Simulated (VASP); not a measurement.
Calculation: PBE GGA, VASP's PBE PAW potentials (set 64) (plane waves; VASP 6.6.1).

Input for VASP

File KPOINTS:
```
K-points
0
Gamma
9 9 9
```

### INCAR
```
! general
SYSTEM  = Al3Sc
PREC    = Accurate
ENCUT   = 300
LREAL   = .FALSE.
LASPH   = .TRUE.

! electronic loop
EDIFF   = 1E-6
NELM    = 100
ALGO    = Normal
LMAXMIX = 4

! smearing
ISMEAR  = 0
SIGMA   = 0.1

! functional
GGA     = PE

! ions
ISIF    = 2

! output
LWAVE   = .FALSE.
LCHARG  = .FALSE.
```

### POSCAR
```
Al3Sc
1
    4.1000000000     0.0000000000     0.0000000000
    0.0000000000     4.1000000000     0.0000000000
    0.0000000000     0.0000000000     4.1000000000
Sc Al
1 3
Direct
  0.0072530000  -0.0061470000  -0.0066380000
  0.0038780000   0.4862700000   0.5089330000
  0.4898000000   0.0146970000   0.4855380000
  0.4990690000   0.5051800000   0.0121670000
```

POTCAR, in this order: Sc_sv Al (PBE.64 set). Program: vasp_std.

Output

### OUTCAR
```
 ion  position               nearest neighbor table
   1  0.007  0.994  0.993-   3 2.83   2 2.83   4 2.84   3 2.87   2 2.88   4 2.89   4 2.91   2 2.92
                             3 2.93   4 2.96   2 2.97   3 2.97
   2  0.004  0.486  0.509-   3 2.78   1 2.83   3 2.86   1 2.88   4 2.88   4 2.90   4 2.90   1 2.92
                             4 2.92   3 2.94   1 2.97   3 3.02
   3  0.490  0.015  0.486-   2 2.78   4 2.80   1 2.83   4 2.85   2 2.86   1 2.87   1 2.93   2 2.94
                             4 2.95   1 2.97   4 3.00   2 3.02
   4  0.499  0.505  0.012-   3 2.80   1 2.84   3 2.85   2 2.88   1 2.89   2 2.90   2 2.90   1 2.91
                             2 2.92   3 2.95   1 2.96   3 3.00
  LATTYP: Found a simple cubic cell.
 ALAT       =     4.1000000000
 Subroutine PRICEL returns:
 Original cell was already a primitive cell.
 Subroutine GETGRP returns: Found  1 space group operations
The static configuration has the point symmetry C_1 .
The dynamic configuration has the point symmetry C_1 .
 Subroutine INISYM returns: Found  1 space group operations
 Subroutine IBZKPT returns following result:
 Found    365 irreducible k-points:

 Following reciprocal coordinates:
            Coordinates               Weight
  0.000000  0.000000  0.000000      1.000000
  0.111111  0.000000  0.000000      2.000000
  0.000000  0.111111  0.000000      2.000000
  0.000000  0.000000  0.111111      2.000000
  0.222222  0.000000  0.000000      2.000000
  0.000000  0.222222  0.000000      2.000000
  0.000000  0.000000  0.222222      2.000000
  0.333333  0.000000  0.000000      2.000000
  0.000000  0.333333  0.000000      2.000000
  0.000000  0.000000  0.333333      2.000000
  0.444444  0.000000  0.000000      2.000000
  0.000000  0.444444  0.000000      2.000000
  0.000000  0.000000  0.444444      2.000000
  0.111111  0.111111  0.000000      2.000000
  0.000000  0.111111  0.111111      2.000000
  0.111111  0.000000  0.111111      2.000000
 -0.111111  0.111111  0.000000      2.000000
 -0.111111  0.000000  0.111111      2.000000
...
```

File OSZICAR:
```
       N       E                     dE             d eps       ncg     rms          rms(c)
DAV:   1     0.757479931741E+02    0.75748E+02   -0.63381E+03 10772   0.843E+02
DAV:   2    -0.150038437076E+02   -0.90752E+02   -0.89104E+02 10770   0.307E+02
DAV:   3    -0.201352179846E+02   -0.51314E+01   -0.49082E+01 15316   0.538E+01
DAV:   4    -0.202351862492E+02   -0.99968E-01   -0.99489E-01 14110   0.850E+00
DAV:   5    -0.202377186332E+02   -0.25324E-02   -0.25318E-02 15052   0.132E+00    0.871E+00
DAV:   6    -0.192913299318E+02    0.94639E+00   -0.49295E+00 17250   0.250E+01    0.311E+00
DAV:   7    -0.192398358791E+02    0.51494E-01   -0.10392E-01 13512   0.284E+00    0.182E+00
DAV:   8    -0.192152904722E+02    0.24545E-01   -0.40844E-02 15832   0.174E+00    0.233E-01
DAV:   9    -0.192149428386E+02    0.34763E-03   -0.31597E-03 13460   0.504E-01    0.997E-02
DAV:  10    -0.192148841156E+02    0.58723E-04   -0.16864E-04 14788   0.116E-01    0.647E-02
DAV:  11    -0.192148787816E+02    0.53340E-05   -0.37397E-05 13622   0.608E-02    0.206E-02
DAV:  12    -0.192148761032E+02    0.26784E-05   -0.13130E-05 16428   0.468E-02    0.507E-03
DAV:  13    -0.192148759631E+02    0.14007E-06   -0.57868E-07  8392   0.748E-03
   1 F= -.19214876E+02 E0= -.19209107E+02  d E =-.115381E-01
```

File OUTCAR:
```
------------------------ aborting loop because EDIFF is reached ----------------------------------------
  FORCE on cell =-STRESS in cart. coord.  units (eV):
  Direction    XX          YY          ZZ          XY          YZ          ZX
  --------------------------------------------------------------------------------------
  Total        0.2319890      0.3167066      0.2377669     -0.1135321     -0.1098533      0.0211390
  in kB        5.3929503      7.3623434      5.5272667     -2.6392324     -2.5537122      0.4914085
  external PRESSURE =       6.0941868 kB  Pullay stress =       0.0000000 kB
  volume of cell :       68.92
      direct lattice vectors                 reciprocal lattice vectors
     4.100000000  0.000000000  0.000000000     0.243902439  0.000000000  0.000000000
     0.000000000  4.100000000  0.000000000     0.000000000  0.243902439  0.000000000
     0.000000000  0.000000000  4.100000000     0.000000000  0.000000000  0.243902439
 POSITION                                       TOTAL-FORCE (eV/Angst)
 -----------------------------------------------------------------------------------
      0.02974      4.07480      4.07278        -0.463072      0.140587      0.203973
      0.01590      1.99371      2.08663        -0.139187      0.363891     -0.261038
      2.00818      0.06026      1.99071         0.426049     -0.372260      0.353879
      2.04618      2.07124      0.04988         0.176210     -0.132218     -0.296814
 -----------------------------------------------------------------------------------
    total drift:                               -0.000042     -0.000331     -0.000239
  FREE ENERGIE OF THE ION-ELECTRON SYSTEM (eV)
  ---------------------------------------------------
  free  energy   TOTEN  =       -19.2148759631 eV

  energy  without entropy=      -19.2033379082  energy(sigma->0) =      -19.20910694
```
(Selected blocks of OUTCAR.)

At this cut-off the stress carries a Pulay error, which pulls relaxed volumes low.

The structure is a typed Al3Sc crystal. The cell was not relaxed at this level, atoms are displaced from their ideal sites. The run is one of a series of settings (KPOINTS 9×9×9 Γ-centred mesh against the base run), some of them coarse on purpose.
